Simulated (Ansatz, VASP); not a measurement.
# Ta: VASP beside Ansatz, part 2 of 2

One calculation is typed for both programs; each brings its own data sets. How far apart do they land? The structure shown is the end of the Ansatz relaxation below.

VASP 6.6.1 and Ansatz 0.2.0.

So far. Step 3 (VASP: single point, PBEsol, pair 1): The run ends at a pressure of 0.74 GPa, with forces up to 0.0029 eV/Å.

## Step 6: VASP: single point, PBEsol, pair 2

Level of this step: PBEsol; plane waves and PAW (Ta_pv) (VASP).

The same cell, functional, mesh and smearing now go to VASP, with its own data sets.

The input, INCAR:

```
SYSTEM = Ta
PREC = Accurate
ENCUT = 500
EDIFF = 1E-06
NELM = 120
ISMEAR = -1
SIGMA = 0.05
LREAL = .FALSE.
ALGO = Normal
GGA = PS
NBANDS = 54
LASPH = .TRUE.
LORBIT = 11
LWAVE = .FALSE.
LCHARG = .FALSE.
ISIF = 2
GGA_COMPAT = .FALSE.
KPAR = 2
```

The input, POSCAR:

```
Ta
1.0
    5.2346604435      0.0000000000      0.0000000000
    0.0000000000      5.2346604435      0.0000000000
    0.0000000000      0.0000000000      5.3057552300
Ta
8
Direct
    0.0000000000      0.0000000000      0.0000000000
    0.5000000000      0.5000000000      0.5000000000
    0.0000000000      0.5000000000      0.2500000000
    0.0000000000      0.5000000000      0.7500000000
    0.2494911374      0.0000000000      0.5000000000
    0.7505088626      0.0000000000      0.5000000000
    0.5000000000      0.7494911374      0.0000000000
    0.5000000000      0.2505088626      0.0000000000
```

The input, KPOINTS:

```
Automatic mesh
0
Gamma
8 8 8
0 0 0
```

PAW data sets: Ta_pv (PBE family, release 64).

Launch:

```sh
$ mpirun -np 2 vasp_std
```

Numbers of over 12 decimals in the logs are rounded to 6 here.

The program printed:

```text
[banner, memory and clock lines left out]
running    2 mpi-ranks, on    1 nodes
[...]
[... a notice as in an earlier step ...]

 LDA part: xc-table for (Slater+PW92), standard interpolation
 POSCAR, INCAR and KPOINTS ok, starting setup
[...]
entering main loop
       N       E                     dE             d eps       ncg     rms          rms(c)
DAV:   1     0.911179810818E+03    0.91118E+03   -0.47806E+04  8132   0.166E+03
DAV:   2    -0.567727414000E+02   -0.96795E+03   -0.94801E+03  8676   0.505E+02
DAV:   3    -0.102875555472E+03   -0.46103E+02   -0.44100E+02 10102   0.946E+01
DAV:   4    -0.104322028010E+03   -0.14465E+01   -0.14187E+01  9600   0.145E+01
[...]
DAV:  12    -0.100070826180E+03   -0.33594E-06   -0.61397E-05 10178   0.525E-02    0.169E-02
DAV:  13    -0.100070823072E+03    0.31083E-05   -0.60098E-06  7788   0.155E-02    0.540E-03
DAV:  14    -0.100070822225E+03    0.84650E-06   -0.86732E-07  5376   0.654E-03
   1 F= -.10007082E+03 E0= -.10003911E+03  d E =-.634147E-01
```

From OUTCAR (step 6):

```text
  Total        0.1618340      0.1618340     -1.5048739     -0.0000000      0.0000000      0.0000000
  in kB        1.7834302      1.7834302    -16.5838918     -0.0000000      0.0000000      0.0000000
  external PRESSURE =      -4.3390105 kB  Pullay stress =       0.0000000 kB

 POSITION                                       TOTAL-FORCE (eV/Angst)
 -----------------------------------------------------------------------------------
      0.00000      0.00000      0.00000         0.000000     -0.000000      0.000000
      2.61733      2.61733      2.65288         0.000000     -0.000000      0.000000
      0.00000      2.61733      1.32644         0.000000     -0.000000      0.000000
      0.00000      2.61733      3.97932         0.000000     -0.000000     -0.000000
      1.30600      0.00000      2.65288         0.002434     -0.000000      0.000000
      3.92866      0.00000      2.65288        -0.002434     -0.000000     -0.000000
      2.61733      3.92333      0.00000         0.000000      0.002434      0.000000
      2.61733      1.31133      0.00000        -0.000000     -0.002434      0.000000
 -----------------------------------------------------------------------------------
    total drift:                                0.000000      0.000000      0.000000

  FREE ENERGIE OF THE ION-ELECTRON SYSTEM (eV)
  ---------------------------------------------------
  free  energy   TOTEN  =      -100.0708222254 eV

  energy  without entropy=     -100.0074075513  energy(sigma->0) =     -100.03911489

[... 1 part as in an earlier step ...]

[... 2 further parts left out ...]
[key lines of the parts left out:]
E-fermi :   5.3402
```

The run ends at a pressure of -0.43 GPa, with forces up to 0.0024 eV/Å.

## Step 7: Differences

What differs besides the data sets and the points named for the pairs above, as far as they apply: the data sets hold 104 valence electrons in Ansatz (on its PAW soft_1 files) and 88 in VASP. Total energies have different zeros and are not compared.

The two programs side by side:

| quantity | Ansatz | VASP | difference |
| --- | --- | --- | --- |
| pressure (GPa) | -0.60 | -0.43 | -0.17 |

## Step 8: Ansatz: relaxation, PBEsol

This run makes the geometry at which the two programs are then compared. The cell compared in this pair holds 145.78 Å³, against 145.39 Å³ for the pair before.

The structure compared here is the end of the Ansatz relaxation.

The input, input.yaml:

```yaml
crystal:
  lattice:
    - [5.226956885, 0.0, 0.0]
    - [0.0, 5.226956885, 0.0]
    - [0.0, 0.0, 5.35828746]
  atoms:
    - { symbol: Ta, position: [0.0, 0.0, 0.0] }
    - { symbol: Ta, position: [0.5, 0.5, 0.5] }
    - { symbol: Ta, position: [0.0, 0.5, 0.25] }
    - { symbol: Ta, position: [0.0, 0.5, 0.75] }
    - { symbol: Ta, position: [0.25, 0.0, 0.5] }
    - { symbol: Ta, position: [0.75, 0.0, 0.5] }
    - { symbol: Ta, position: [0.5, 0.75, 0.0] }
    - { symbol: Ta, position: [0.5, 0.25, 0.0] }
kpoints:
  mp_grid: { grid: [8, 8, 8] }
scf:
  occupations: { method: fermi_dirac, width: 0.05 }
hamiltonian:
  xc: pbesol
  pseudopotentials: { kind: paw, azcp: { folder: soft_1 }, xc_functional: pbe }
basis:
  ecutwfc: 600
output:
  forces: true
  stress: true
  write_density: true
  write_potential: true
  elf: true
  volumetric_format: npy
relax:
  f_tol: 0.005
  max_steps: 70
  cell: { stress_tol: 0.02, p_target: 0, fix: [c, alpha, beta, gamma] }
```

Launch:

```sh
$ ansatz run input.yaml --threads 4 --pin off --max-ram 10240MiB --backend cpu --events-out ev --progress --plain --runs-dir out
```

The program printed:

```text
[...]
Crystal: 8 atoms, lattice volume = 146.394 Å³
Basis set: ecut = 600 eV, 4905 PW (Γ), exchange–correlation on 90×90×90 points (8 copies of the dense FFT grid, shifted against one another)
Bands: 63, of which v1, the nominal top of the filled ones, is band 52 counted from 1 (51 counted from 0)
Symmetry: 16 space group operations
[...]
k-points: 75 of 512
[...]
cell:  # Å, volume = 145.7838 Å³
    - [5.216048, 0, 0]
    - [0, 5.216048, 0]
    - [0, 0, 5.35828746]
  atoms:
    - { symbol: Ta, position: [0, 0, 0] }
    - { symbol: Ta, position: [0.5, 0.5, 0.5] }
    - { symbol: Ta, position: [0, 0.5, 0.25] }
    - { symbol: Ta, position: [0, 0.5, 0.75] }
    - { symbol: Ta, position: [0.248904, 0, 0.5] }
    - { symbol: Ta, position: [0.751096, 0, 0.5] }
    - { symbol: Ta, position: [0.5, 0.748904, 0] }
    - { symbol: Ta, position: [0.5, 0.251096, 0] }
[key lines of the parts left out:]
SCF converged after 8 iterations
Free energy (F): -78458.906221 eV
Fermi energy:    18.178213 eV
P = ⅓ Tr σ = -1.1769 GPa (-11.769 kbar)
```

## Step 9: VASP: single point, PBEsol, pair 3

The same cell, functional, mesh and smearing now go to VASP, with its own data sets.

INCAR is that of step 6.

The input, POSCAR:

```
Ta
1.0
    5.2160480079      0.0000000000      0.0000000000
    0.0000000000      5.2160480079      0.0000000000
    0.0000000000      0.0000000000      5.3582874600
Ta
8
Direct
    0.0000000000      0.0000000000      0.0000000000
    0.5000000000      0.5000000000      0.5000000000
    0.0000000000      0.5000000000      0.2500000000
    0.0000000000      0.5000000000      0.7500000000
    0.2489035733      0.0000000000      0.5000000000
    0.7510964267      0.0000000000      0.5000000000
    0.5000000000      0.7489035733      0.0000000000
    0.5000000000      0.2510964267      0.0000000000
```

KPOINTS is that of step 6.

Launch:

```sh
$ mpirun -np 2 vasp_std
```

The program printed:

```text
[... set-up lines as in an earlier step ...]
 entering main loop
       N       E                     dE             d eps       ncg     rms          rms(c)
DAV:   1     0.910776719068E+03    0.91078E+03   -0.47594E+04  8156   0.165E+03
DAV:   2    -0.568191100957E+02   -0.96760E+03   -0.94731E+03  8656   0.504E+02
DAV:   3    -0.102829418396E+03   -0.46010E+02   -0.44061E+02 10150   0.944E+01
DAV:   4    -0.104303201876E+03   -0.14738E+01   -0.14459E+01  9648   0.146E+01
[...]
DAV:  12    -0.100047034664E+03   -0.13681E-05   -0.61573E-05 10268   0.486E-02    0.203E-02
DAV:  13    -0.100047031637E+03    0.30272E-05   -0.70225E-06  8224   0.179E-02    0.648E-03
DAV:  14    -0.100047030686E+03    0.95088E-06   -0.10234E-06  5376   0.698E-03
   1 F= -.10004703E+03 E0= -.10001401E+03  d E =-.660362E-01
```

From OUTCAR (step 9):

```text
  Total        0.1687077      0.1687077     -3.0981602      0.0000000      0.0000000      0.0000000
  in kB        1.8541138      1.8541138    -34.0490727      0.0000000      0.0000000      0.0000000
  external PRESSURE =     -10.1136151 kB  Pullay stress =       0.0000000 kB

 POSITION                                       TOTAL-FORCE (eV/Angst)
 -----------------------------------------------------------------------------------
      0.00000      0.00000      0.00000         0.000000      0.000000      0.000000
      2.60802      2.60802      2.67914         0.000000      0.000000      0.000000
      0.00000      2.60802      1.33957         0.000000      0.000000      0.000000
      0.00000      2.60802      4.01872         0.000000      0.000000      0.000000
      1.29829      0.00000      2.67914         0.008454      0.000000      0.000000
      3.91776      0.00000      2.67914        -0.008454      0.000000      0.000000
      2.60802      3.90632      0.00000         0.000000      0.008454     -0.000000
      2.60802      1.30973      0.00000        -0.000000     -0.008454      0.000000
 -----------------------------------------------------------------------------------
    total drift:                               -0.000000     -0.000000      0.000000

  FREE ENERGIE OF THE ION-ELECTRON SYSTEM (eV)
  ---------------------------------------------------
  free  energy   TOTEN  =      -100.0470306860 eV

  energy  without entropy=      -99.9809944754  energy(sigma->0) =     -100.01401258

[... 1 part as in an earlier step ...]

[... 2 further parts left out ...]
[key lines of the parts left out:]
E-fermi :   5.3220
```

The run ends at a pressure of -1.01 GPa, with forces up to 0.0085 eV/Å.

## Step 10: Comparison

What differs besides the data sets and the points named for the pairs above, as far as they apply: the data sets hold 104 valence electrons in Ansatz (on its PAW soft_1 files) and 88 in VASP. Total energies have different zeros and are not compared.

The two programs side by side:

| quantity | Ansatz | VASP | difference |
| --- | --- | --- | --- |
| pressure (GPa) | -1.18 | -1.01 | -0.17 |

At this near-relaxed geometry the largest component of a force difference is 4 meV/Å.

## Step 11: Summary of results

```json
{
 "difference in pressure (single point, PBEsol, pair 1)": "-0.18 GPa",
 "difference in pressure (single point, PBEsol, pair 2)": "-0.17 GPa",
 "difference in pressure (single point, PBEsol, pair 3)": "-0.17 GPa"
}
```

In words: The difference in pressure is -0.18 GPa (single point, PBEsol, pair 1), within the 1 GPa picked in this series as the mark of a large difference. The data sets hold unlike numbers of valence electrons (104 in Ansatz and 88 in VASP), so part of the differences comes from the potentials. 1 further run of this series is not shown here. Such differences can come from data sets, numerical settings and the points named under the comparisons, not from the functional's error against experiment.

[Lines on the potential files, build, host, timing and source positions are cut from VASP's logs without a mark.]

[Logs are printed without paths, hosts, clocks, repeated set-up lines and the standing remarks that a program may print on its own settings, such as how far it seeks lower states.]

[Hosts, paths, dates, database ids (printed as entryN), source tags and the programs' standing remarks are cut or masked in the printed files.]
